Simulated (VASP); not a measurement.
Crystal: Mo.

```
Mo
1.0
    -1.56561    1.56561    1.56561
     1.56561   -1.56561    1.56561
     1.56561    1.56561   -1.56561
Mo
1
Direct
  0.00000 0.00000 0.00000
```

Base run:

| Quantity | Value |
| --- | --- |
| Program | VASP 6.6.1 |
| Functional | PBEsol |
| Potentials or basis | VASP PAW PBE potentials, release 64 (Mo_sv) |
| Cutoff | 900 eV |
| k mesh | 18 × 18 × 18 |
| Occupations | gaussian, width 0.1 eV |
| Spin | no spin polarisation |

Its results: band gap on the k mesh none (metal or under the smearing width); pressure 0.1 GPa.

Question: The run is repeated on the same cell with these changes: functional from PBEsol to r2SCAN; cutoff from 900 eV to 520 eV. What comes out?

Answer: Band gap on the k mesh none (metal or under the smearing width); pressure 6.4 GPa.

Caveats: the PAW data sets were made with another functional, which shifts forces and pressure a little.
